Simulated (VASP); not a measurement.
Output of a VASP run:

**OSZICAR**
```
       N       E                     dE             d eps       ncg     rms          rms(c)
DAV:   1     0.438196004719E+02    0.43820E+02   -0.19104E+06  1650   0.761E+06
DAV:   2     0.390327541162E+02   -0.47868E+01   -0.43494E+01  1650   0.384E+04
DAV:   3     0.834305682614E+00   -0.38198E+02   -0.37819E+02  3300   0.898E+02
DAV:   4    -0.179336513644E+01   -0.26277E+01   -0.25648E+01  3280   0.809E+02
DAV:   5    -0.219316031640E+01   -0.39980E+00   -0.37494E+00  2460   0.293E+03    0.199E+00
DAV:   6    -0.274258938636E+01   -0.54943E+00   -0.13501E+01  2435   0.356E+01    0.976E-01
DAV:   7    -0.271168075060E+01    0.30909E-01   -0.91705E-01  2055   0.909E+00    0.166E-01
DAV:   8    -0.267917703657E+01    0.32504E-01   -0.82207E-02  2295   0.319E+00    0.236E-01
DAV:   9    -0.274202325990E+01   -0.62846E-01   -0.78509E-02  2110   0.308E+00    0.109E-01
DAV:  10    -0.268141062489E+01    0.60613E-01   -0.28567E-02  1650   0.272E+00    0.151E-01
DAV:  11    -0.268799965197E+01   -0.65890E-02   -0.14232E-02  1875   0.123E+00    0.389E-02
DAV:  12    -0.268801064386E+01   -0.10992E-04   -0.34239E-04  1860   0.224E-01    0.283E-02
DAV:  13    -0.268808261674E+01   -0.71973E-04   -0.27739E-04  1675   0.143E-01    0.445E-02
DAV:  14    -0.268762895283E+01    0.45366E-03   -0.91122E-03  1795   0.126E+00    0.152E-02
DAV:  15    -0.268855158889E+01   -0.92264E-03   -0.17664E-03  1675   0.482E-01    0.302E-02
DAV:  16    -0.268861841750E+01   -0.66829E-04   -0.12950E-04  2520   0.114E-01    0.336E-02
DAV:  17    -0.268853295535E+01    0.85462E-04   -0.38572E-05  1710   0.707E-02    0.284E-02
DAV:  18    -0.268850723813E+01    0.25717E-04   -0.11273E-05  1795   0.321E-02    0.231E-02
DAV:  19    -0.268858269091E+01   -0.75453E-04   -0.24350E-05  1975   0.677E-02    0.226E-02
DAV:  20    -0.268858663788E+01   -0.39470E-05   -0.20164E-06  1660   0.196E-02    0.186E-02
DAV:  21    -0.268860960130E+01   -0.22963E-04   -0.38331E-06  1880   0.281E-02    0.176E-02
DAV:  22    -0.268865981262E+01   -0.50211E-04   -0.22649E-05  2045   0.705E-02    0.151E-02
DAV:  23    -0.268870916124E+01   -0.49349E-04   -0.56827E-05  2040   0.106E-01    0.124E-02
DAV:  24    -0.268872299383E+01   -0.13833E-04   -0.15908E-05  2385   0.642E-02    0.698E-03
DAV:  25    -0.268872513456E+01   -0.21407E-05   -0.94009E-07  1930   0.183E-02    0.368E-03
DAV:  26    -0.268872676679E+01   -0.16322E-05   -0.10810E-06  2255   0.175E-02    0.212E-03
DAV:  27    -0.268872756531E+01   -0.79852E-06   -0.85444E-07  2145   0.146E-02    0.119E-03
DAV:  28    -0.268872790993E+01   -0.34462E-06   -0.47721E-07  2205   0.111E-02    0.411E-04
DAV:  29    -0.268872808819E+01   -0.17826E-06   -0.18133E-08  1070   0.252E-03    0.120E-04
DAV:  30    -0.268872815514E+01   -0.66953E-07   -0.65499E-09   910   0.920E-04
   1 F= -.26887282E+01 E0= -.26887282E+01  d E =0.000000E+00
       N       E                     dE             ncg
```

OUTCAR:
```
------------------------ aborting loop because EDIFF is reached ----------------------------------------
  FORCE on cell =-STRESS in cart. coord.  units (eV):
  Direction    XX          YY          ZZ          XY          YZ          ZX
  --------------------------------------------------------------------------------------
  Total        0.0053063      0.0053063      0.0053063      0.0000000      0.0000000     -0.0000000
  in kB        0.4406784      0.4406784      0.4406784      0.0000000      0.0000000     -0.0000000
  external PRESSURE =       0.4406784 kB  Pullay stress =       0.0000000 kB
  volume of cell :       19.29
      direct lattice vectors                 reciprocal lattice vectors
    -1.689557886  1.689557886  1.689557886     0.000000000  0.295935407  0.295935407
     1.689557886 -1.689557886  1.689557886     0.295935407  0.000000000  0.295935407
     1.689557886  1.689557886 -1.689557886     0.295935407  0.295935407  0.000000000
 POSITION                                       TOTAL-FORCE (eV/Angst)
 -----------------------------------------------------------------------------------
      0.00000      0.00000      0.00000         0.000000     -0.000000      0.000000
 -----------------------------------------------------------------------------------
    total drift:                               -0.000000      0.000000      0.000000
  FREE ENERGIE OF THE ION-ELECTRON SYSTEM (eV)
  ---------------------------------------------------
  free  energy   TOTEN  =        -2.6887281551 eV

  energy  without entropy=       -2.6887281551  energy(sigma->0) =       -2.68872816

 total charge

# of ion       s       p       d       tot
------------------------------------------
    1        2.033   0.039   0.000   2.072
```
(Selected blocks of OUTCAR.)

**POSCAR**
```
Li
1
   -1.6895578859     1.6895578859     1.6895578859
    1.6895578859    -1.6895578859     1.6895578859
    1.6895578859     1.6895578859    -1.6895578859
Li
1
Direct
  0.0000000000   0.0000000000   0.0000000000
```

Task: Reconstruct the remaining input files.

Result: Several could match; the one computed here: the input of the run itself, revTPSS meta-GGA, plane waves, VASP's PBE PAW potentials (set 64).

File KPOINTS:
```
kpoints
0
gamma
17 17 17
0 0 0
```

INCAR:
```
SYSTEM = Li
PREC = Accurate
ENCUT = 520
EDIFF = 1E-7
NELM = 100
ALGO = Normal
LREAL = .FALSE.
LASPH = .TRUE.
ISMEAR = -5
METAGGA = RTPSS
LMIXTAU = .TRUE.
LWAVE = .FALSE.
LCHARG = .FALSE.
LORBIT = 11
NEDOS = 601
ISIF = 2
```

**KPOINTS_OPT**
```
k-points along high-symmetry lines
10
Line-mode
Reciprocal
  0.000000   0.000000   0.000000 ! GAMMA
  0.500000  -0.500000   0.500000 ! H

  0.500000  -0.500000   0.500000 ! H
  0.000000  -0.000000   0.500000 ! N

  0.000000  -0.000000   0.500000 ! N
  0.000000   0.000000   0.000000 ! GAMMA

  0.000000   0.000000   0.000000 ! GAMMA
  0.250000   0.250000   0.250000 ! P

  0.250000   0.250000   0.250000 ! P
  0.500000  -0.500000   0.500000 ! H

  0.250000   0.250000   0.250000 ! P
  0.000000  -0.000000   0.500000 ! N
```

POTCAR, in this order: Li_sv (PBE.64 set). Program: vasp_std.

For a metal the tetrahedron method with Blöchl corrections gives inexact stress and forces.

The compound is Li in the bcc structure. It was relaxed first, which changed the volume by -9 %.
